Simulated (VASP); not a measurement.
Consider the following.

```cif
data_Si8
_chemical_formula_sum 'Si8'
_space_group_name_H-M_alt 'Fd-3m :1'
_space_group_IT_number 227
_space_group_name_Hall 'F 4d 2 3 -1d'
_cell_length_a 5.46888
_cell_length_b 5.46888
_cell_length_c 5.46888
_cell_angle_alpha 90.000
_cell_angle_beta 90.000
_cell_angle_gamma 90.000
loop_
_atom_site_label
_atom_site_type_symbol
_atom_site_symmetry_multiplicity
_atom_site_Wyckoff_symbol
_atom_site_fract_x
_atom_site_fract_y
_atom_site_fract_z
_atom_site_occupancy
Si1 Si 8 b 0.50000 0.50000 0.50000 1
```
(The calculation used a cell of 2 atoms; values per cell refer to that cell.)

Computed with PBE GGA, VASP's PBE PAW potentials (set 64) (plane waves; VASP). Run with 520 eV cut-off, 8×8×8 Γ-centred mesh, Gaussian smearing of 0.050 eV, potentials Si.

Q: Give the energy at these volumes per atom, relative to the lowest: 19.22, 19.83, 20.44, 21.06, 21.67 Å³.

A: 22.9, 5.5, 0.0, 4.8, 18.3 meV/atom. A third-order Birch-Murnaghan fit gives B0 = 89.0 GPa and B0′ = 4.3.

Measured: bulk modulus 101 GPa at 0 K (computed value off by -11.8 %), as given by Jianwei Sun et al., Physical Review B (2011), doi:10.1103/physrevb.84.035117 [0 K value with zero-point phonon effects removed]; a 5.421 Å at 0 K (computed value off by +0.9 %), as given by Daniel Mejia-Rodriguez et al., Physical Review B (2018), arXiv:1807.09216 [static lattice: zero-point anharmonic expansion removed].

The compound is Si in the diamond structure. It was relaxed first.
